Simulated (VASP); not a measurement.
Input:

```
Fe
1.0
   -1.40231     1.40231     1.40231
    1.40231    -1.40231     1.40231
    1.40231     1.40231    -1.40231
Fe
1
Cartesian
  0.00000   0.00000   0.00000
```
Starting moments (μB, in the order of the record's atoms Fe): 2.1.

Level of theory: rev-vdW-DF2, VASP's PBE PAW potentials (set 64) (plane waves; VASP). Run with 520 eV cut-off, 20×20×20 Γ-centred mesh, tetrahedra with Blöchl corrections, potentials Fe.

Problem. The job: Fe (bcc), 1 atom, rev-vdW-DF2, static run, 520 eV, 20×20×20 Γ-centred mesh. Roughly how much core time does it take on a busy server core?

Solution. About 40 core-seconds (one run on a shared machine, a rough figure). It had 256 irreducible k-points, 9 bands, up to 321 plane waves and 16 electronic steps.

The compound is Fe in the bcc structure. It was relaxed first, which changed the volume by -7 %. The spin order is the one that the start imposed; others were not tried in this run.
